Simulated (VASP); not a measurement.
Calculation: LDA (Ceperley-Alder, Perdew-Zunger), VASP's LDA PAW potentials (set 64) (plane waves; VASP).

The input files of a VASP run:

**QPOINTS**
```
k-points along high-symmetry lines
13
Line-mode
Cartesian
  0.000000   0.000000   0.000000 ! GAMMA
  0.000000   0.129001   0.000000 ! X

  0.000000   0.129001   0.000000 ! X
  0.129001   0.129001   0.000000 ! M

  0.129001   0.129001   0.000000 ! M
  0.000000   0.000000   0.000000 ! GAMMA

  0.000000   0.000000   0.000000 ! GAMMA
  0.129001   0.129001   0.129001 ! R

  0.129001   0.129001   0.129001 ! R
  0.000000   0.129001   0.000000 ! X

  0.129001   0.129001   0.129001 ! R
  0.129001   0.129001   0.000000 ! M
```

KPOINTS:
```
Automatic mesh
0
Gamma
3 3 3
0 0 0
```

**POSCAR**
```
Pt3Ti
1
    7.7518555234     0.0000000000     0.0000000000
    0.0000000000     7.7518555234     0.0000000000
    0.0000000000     0.0000000000     7.7518555234
Ti Pt
8 24
Direct
  0.0000000000   0.0000000000   0.0000000000
  0.0000000000   0.0000000000   0.5000000000
  0.0000000000   0.5000000000   0.0000000000
  0.0000000000   0.5000000000   0.5000000000
  0.5000000000   0.0000000000   0.0000000000
  0.5000000000   0.0000000000   0.5000000000
  0.5000000000   0.5000000000   0.0000000000
  0.5000000000   0.5000000000   0.5000000000
  0.0000000000   0.2500000000   0.2500000000
  0.0000000000   0.2500000000   0.7500000000
  0.0000000000   0.7500000000   0.2500000000
  0.0000000000   0.7500000000   0.7500000000
  0.5000000000   0.2500000000   0.2500000000
  0.5000000000   0.2500000000   0.7500000000
  0.5000000000   0.7500000000   0.2500000000
  0.5000000000   0.7500000000   0.7500000000
  0.2500000000   0.0000000000   0.2500000000
  0.2500000000   0.0000000000   0.7500000000
  0.2500000000   0.5000000000   0.2500000000
  0.2500000000   0.5000000000   0.7500000000
  0.7500000000   0.0000000000   0.2500000000
  0.7500000000   0.0000000000   0.7500000000
  0.7500000000   0.5000000000   0.2500000000
  0.7500000000   0.5000000000   0.7500000000
  0.2500000000   0.2500000000   0.0000000000
  0.2500000000   0.2500000000   0.5000000000
  0.2500000000   0.7500000000   0.0000000000
  0.2500000000   0.7500000000   0.5000000000
  0.7500000000   0.2500000000   0.0000000000
  0.7500000000   0.2500000000   0.5000000000
  0.7500000000   0.7500000000   0.0000000000
  0.7500000000   0.7500000000   0.5000000000
```

### INCAR
```
ALGO  =  Normal
EDIFF  =  1E-7
ENCUT  =  400
IBRION  =  6
ISIF  =  2
ISMEAR  =  1
LASPH  =  .TRUE.
LCHARG  =  .FALSE.
LMAXMIX  =  6
LPHON_DISPERSION  =  .TRUE.
LREAL  =  .FALSE.
LWAVE  =  .FALSE.
NELM  =  100
NFREE  =  2
NSW  =  1
POTIM  =  0.015
PREC  =  Accurate
SIGMA  =  0.1
SYSTEM  =  Pt3Ti
```

POTCAR, in this order: Ti_sv Pt (LDA.64 set). Program: vasp_std.

The resulting files:

OSZICAR:
```
...
DAV:   9    -0.277027225921E+03    0.43679E+01   -0.18913E+01  2398   0.119E+01    0.580E+00
DAV:  10    -0.276995695192E+03    0.31531E-01   -0.18239E+00  2189   0.295E+00    0.378E+00
DAV:  11    -0.277054844468E+03   -0.59149E-01   -0.65664E-02  2167   0.719E-01    0.429E+00
DAV:  12    -0.276947767867E+03    0.10708E+00   -0.58319E-01  2182   0.257E+00    0.184E+00
DAV:  13    -0.276933210766E+03    0.14557E-01   -0.28734E-02  2094   0.510E-01    0.130E+00
DAV:  14    -0.276931928898E+03    0.12819E-02   -0.70880E-03  2096   0.264E-01    0.990E-01
DAV:  15    -0.276926183931E+03    0.57450E-02   -0.95070E-03  2158   0.284E-01    0.362E-01
DAV:  16    -0.276924865219E+03    0.13187E-02   -0.31499E-03  2407   0.151E-01    0.164E-01
DAV:  17    -0.276924799138E+03    0.66081E-04   -0.37869E-04  2024   0.551E-02    0.686E-02
DAV:  18    -0.276924802247E+03   -0.31093E-05   -0.32845E-05  2000   0.164E-02    0.467E-02
DAV:  19    -0.276924787765E+03    0.14483E-04   -0.32566E-05  2200   0.184E-02    0.119E-02
DAV:  20    -0.276924787373E+03    0.39156E-06   -0.57344E-06  2080   0.715E-03    0.462E-03
DAV:  21    -0.276924787297E+03    0.76598E-07   -0.47481E-07  1720   0.245E-03
   1 F= -.27692479E+03 E0= -.27693060E+03  d E =0.174344E-01
 Found     3 degrees of freedom:
       N       E                     dE             d eps       ncg     rms          rms(c)
DAV:   1    -0.276913103518E+03    0.11684E-01   -0.77610E-01  3059   0.491E+00    0.226E-01
DAV:   2    -0.276923971330E+03   -0.10868E-01   -0.11850E-01  2516   0.732E-01    0.113E-01
DAV:   3    -0.276924028568E+03   -0.57239E-04   -0.22990E-03  3343   0.139E-01    0.960E-02
DAV:   4    -0.276923990877E+03    0.37692E-04   -0.28738E-04  3399   0.757E-02    0.590E-02
DAV:   5    -0.276923963168E+03    0.27709E-04   -0.15233E-04  3344   0.491E-02    0.199E-02
DAV:   6    -0.276923964467E+03   -0.12991E-05   -0.42359E-05  3616   0.302E-02    0.128E-02
DAV:   7    -0.276923962431E+03    0.20361E-05   -0.13736E-05  3472   0.202E-02    0.622E-03
DAV:   8    -0.276923961947E+03    0.48379E-06   -0.36301E-06  3464   0.996E-03    0.320E-03
DAV:   9    -0.276923961960E+03   -0.12998E-07   -0.10753E-06  3104   0.533E-03    0.203E-03
DAV:  10    -0.276923961917E+03    0.43259E-07   -0.24546E-07  2032   0.280E-03
   2 F= -.27692396E+03 E0= -.27692977E+03  d E =0.174229E-01
       N       E                     dE             d eps       ncg     rms          rms(c)
DAV:   1    -0.276885763642E+03    0.38198E-01   -0.26443E+00  3048   0.844E+00    0.423E-01
DAV:   2    -0.276923993824E+03   -0.38230E-01   -0.41482E-01  2461   0.128E+00    0.224E-01
DAV:   3    -0.276924321059E+03   -0.32723E-03   -0.91424E-03  3448   0.274E-01    0.201E-01
DAV:   4    -0.276924041940E+03    0.27912E-03   -0.13529E-03  3406   0.148E-01    0.106E-01
DAV:   5    -0.276923987177E+03    0.54763E-04   -0.55899E-04  3416   0.950E-02    0.523E-02
DAV:   6    -0.276923968682E+03    0.18495E-04   -0.19308E-04  3647   0.682E-02    0.224E-02
DAV:   7    -0.276923963918E+03    0.47640E-05   -0.45526E-05  3416   0.319E-02    0.117E-02
DAV:   8    -0.276923962134E+03    0.17839E-05   -0.14784E-05  3440   0.207E-02    0.719E-03
DAV:   9    -0.276923961996E+03    0.13800E-06   -0.41195E-06  3568   0.102E-02    0.325E-03
DAV:  10    -0.276923961914E+03    0.82382E-07   -0.78810E-07  2623   0.419E-03
   3 F= -.27692396E+03 E0= -.27692977E+03  d E =0.174227E-01
       N       E                     dE             d eps       ncg     rms          rms(c)
DAV:   1    -0.276908904916E+03    0.15057E-01   -0.20010E+00  2673   0.547E+00    0.232E-01
DAV:   2    -0.276922932725E+03   -0.14028E-01   -0.14464E-01  2466   0.913E-01    0.131E-01
DAV:   3    -0.276923047425E+03   -0.11470E-03   -0.33643E-03  3494   0.160E-01    0.137E-01
DAV:   4    -0.276922954400E+03    0.93025E-04   -0.47918E-04  3208   0.829E-02    0.496E-02
DAV:   5    -0.276922926139E+03    0.28261E-04   -0.19213E-04  2918   0.474E-02    0.271E-02
DAV:   6    -0.276922920239E+03    0.59001E-05   -0.33579E-05  2952   0.227E-02    0.935E-03
DAV:   7    -0.276922918132E+03    0.21074E-05   -0.10767E-05  3112   0.119E-02    0.649E-03
DAV:   8    -0.276922917650E+03    0.48178E-06   -0.25284E-06  3584   0.766E-03    0.302E-03
DAV:   9    -0.276922917468E+03    0.18186E-06   -0.79115E-07  2832   0.354E-03    0.130E-03
DAV:  10    -0.276922917445E+03    0.23145E-07   -0.13670E-07  1944   0.161E-03
   4 F= -.27692292E+03 E0= -.27692871E+03  d E =0.173683E-01
       N       E                     dE             d eps       ncg     rms          rms(c)
DAV:   1    -0.276919352621E+03    0.35648E-02   -0.42041E+00  2418   0.321E+00    0.275E-01
DAV:   2    -0.276923410951E+03   -0.40583E-02   -0.42872E-02  2670   0.464E-01    0.206E-01
DAV:   3    -0.276923159000E+03    0.25195E-03   -0.25735E-03  3160   0.120E-01    0.124E-01
DAV:   4    -0.276923022563E+03    0.13644E-03   -0.14223E-03  2878   0.102E-01    0.136E-01
DAV:   5    -0.276922947058E+03    0.75506E-04   -0.56732E-04  2984   0.790E-02    0.382E-02
DAV:   6    -0.276922929869E+03    0.17189E-04   -0.69222E-05  2904   0.294E-02    0.188E-02
DAV:   7    -0.276922919542E+03    0.10327E-04   -0.28036E-05  2664   0.117E-02    0.100E-02
DAV:   8    -0.276922918259E+03    0.12827E-05   -0.55051E-06  3304   0.770E-03    0.644E-03
DAV:   9    -0.276922917434E+03    0.82562E-06   -0.33035E-06  2648   0.445E-03    0.182E-03
DAV:  10    -0.276922917422E+03    0.12147E-07   -0.28176E-07  2240   0.178E-03
   5 F= -.27692292E+03 E0= -.27692871E+03  d E =0.173655E-01
       N       E                     dE             d eps       ncg     rms          rms(c)
DAV:   1    -0.276921498630E+03    0.14188E-02   -0.24682E+00  3284   0.250E+00    0.193E-01
DAV:   2    -0.276923998364E+03   -0.24997E-02   -0.26502E-02  3782   0.470E-01    0.151E-01
DAV:   3    -0.276923864416E+03    0.13395E-03   -0.18861E-03  4343   0.164E-01    0.108E-01
DAV:   4    -0.276923689144E+03    0.17527E-03   -0.47875E-04  3951   0.839E-02    0.481E-02
DAV:   5    -0.276923673264E+03    0.15880E-04   -0.21749E-04  4120   0.615E-02    0.301E-02
DAV:   6    -0.276923658511E+03    0.14753E-04   -0.45360E-05  4559   0.419E-02    0.126E-02
DAV:   7    -0.276923655091E+03    0.34194E-05   -0.10836E-05  3848   0.118E-02    0.820E-03
DAV:   8    -0.276923652823E+03    0.22685E-05   -0.49639E-06  3760   0.607E-03    0.371E-03
DAV:   9    -0.276923652204E+03    0.61836E-06   -0.15713E-06  3960   0.335E-03    0.292E-03
DAV:  10    -0.276923651772E+03    0.43223E-06   -0.76323E-07  3800   0.298E-03    0.808E-04
DAV:  11    -0.276923651642E+03    0.13070E-06   -0.13328E-07  2096   0.121E-03    0.451E-04
DAV:  12    -0.276923651564E+03    0.77365E-07   -0.78708E-08  1992   0.809E-04
   6 F= -.27692365E+03 E0= -.27692946E+03  d E =0.174193E-01
       N       E                     dE             d eps       ncg     rms          rms(c)
DAV:   1    -0.276920590089E+03    0.30616E-02   -0.38532E+00  3314   0.310E+00    0.269E-01
DAV:   2    -0.276924664518E+03   -0.40744E-02   -0.43058E-02  3815   0.627E-01    0.245E-01
DAV:   3    -0.276924056837E+03    0.60768E-03   -0.38713E-03  4454   0.226E-01    0.155E-01
DAV:   4    -0.276923694172E+03    0.36267E-03   -0.10845E-03  3728   0.104E-01    0.688E-02
DAV:   5    -0.276923708419E+03   -0.14246E-04   -0.47961E-04  4271   0.962E-02    0.520E-02
DAV:   6    -0.276923665935E+03    0.42484E-04   -0.11810E-04  4463   0.621E-02    0.221E-02
DAV:   7    -0.276923656301E+03    0.96344E-05   -0.31775E-05  3776   0.171E-02    0.144E-02
DAV:   8    -0.276923652046E+03    0.42550E-05   -0.11924E-05  3984   0.876E-03    0.721E-03
DAV:   9    -0.276923651543E+03    0.50266E-06   -0.31026E-06  4584   0.664E-03    0.409E-03
DAV:  10    -0.276923651402E+03    0.14086E-06   -0.78483E-07  3856   0.370E-03    0.870E-04
DAV:  11    -0.276923651394E+03    0.85311E-08   -0.12337E-07  2216   0.123E-03
   7 F= -.27692365E+03 E0= -.27692946E+03  d E =0.174194E-01
```

OUTCAR:
```
------------------------ aborting loop because EDIFF is reached ----------------------------------------
  FORCE on cell =-STRESS in cart. coord.  units (eV):
  Direction    XX          YY          ZZ          XY          YZ          ZX
  --------------------------------------------------------------------------------------
  Total       -0.0165909     -0.0189098     -0.0244218      0.0000000      0.0000000      0.0000000
  in kB       -0.0570640     -0.0650400     -0.0839984      0.0000000      0.0000000      0.0000000
  external PRESSURE =      -0.0687008 kB  Pullay stress =       0.0000000 kB
  volume of cell :      465.82
      direct lattice vectors                 reciprocal lattice vectors
     7.751855523  0.000000000  0.000000000     0.129001372  0.000000000  0.000000000
     0.000000000  7.751855523  0.000000000     0.000000000  0.129001372  0.000000000
     0.000000000  0.000000000  7.751855523     0.000000000  0.000000000  0.129001372
 POSITION                                       TOTAL-FORCE (eV/Angst)
 -----------------------------------------------------------------------------------
      0.00000      0.00000      0.00000         0.000000     -0.003864     -0.006851
      0.00000      0.00000      3.87593         0.000000     -0.003864      0.006851
      0.00000      3.87593      0.00000         0.000000     -0.003457      0.006314
      0.00000      3.87593      3.87593         0.000000     -0.003457     -0.006314
      3.87593      0.00000      0.00000         0.000000     -0.002907     -0.000028
      3.87593      0.00000      3.87593         0.000000     -0.002907      0.000028
      3.87593      3.87593      0.00000         0.000000     -0.002881      0.000108
      3.87593      3.87593      3.87593         0.000000     -0.002881     -0.000108
      0.00000      1.92296      1.93796         0.000000      0.151424     -0.000000
      0.00000      1.93796      5.81389         0.000000      0.001350     -0.000000
      0.00000      5.81389      1.93796         0.000000     -0.019405     -0.000000
      0.00000      5.81389      5.81389         0.000000     -0.014819     -0.000000
      3.87593      1.93796      1.93796         0.000000      0.004579     -0.000000
      3.87593      1.93796      5.81389         0.000000     -0.001586     -0.000000
      3.87593      5.81389      1.93796         0.000000      0.003373     -0.000000
      3.87593      5.81389      5.81389         0.000000      0.001404     -0.000000
      1.93796      0.00000      1.93796         0.030459     -0.025659     -0.000000
      1.93796      0.00000      5.81389         0.003510     -0.001371     -0.000000
      1.93796      3.87593      1.93796        -0.028458     -0.024299     -0.000000
      1.93796      3.87593      5.81389        -0.003515     -0.001409     -0.000000
      5.81389      0.00000      1.93796        -0.030459     -0.025659     -0.000000
      5.81389      0.00000      5.81389        -0.003510     -0.001371     -0.000000
      5.81389      3.87593      1.93796         0.028458     -0.024299     -0.000000
      5.81389      3.87593      5.81389         0.003515     -0.001409     -0.000000
      1.93796      1.93796      0.00000        -0.000153      0.005376      0.000247
      1.93796      1.93796      3.87593        -0.000153      0.005376     -0.000247
      1.93796      5.81389      0.00000         0.000035     -0.004033     -0.000039
      1.93796      5.81389      3.87593         0.000035     -0.004033      0.000039
      5.81389      1.93796      0.00000         0.000153      0.005376      0.000247
      5.81389      1.93796      3.87593         0.000153      0.005376     -0.000247
      5.81389      5.81389      0.00000        -0.000035     -0.004033     -0.000039
      5.81389      5.81389      3.87593        -0.000035     -0.004033      0.000039
 -----------------------------------------------------------------------------------
    total drift:                                0.000001      0.000051      0.000001
  FREE ENERGIE OF THE ION-ELECTRON SYSTEM (eV)
  ---------------------------------------------------
  free  energy   TOTEN  =      -276.9236513937 eV

  energy  without entropy=     -276.9410707525  energy(sigma->0) =     -276.92945785
```
(Selected blocks of OUTCAR.)

The cell is a supercell, built from Pt3Ti (L1_2).
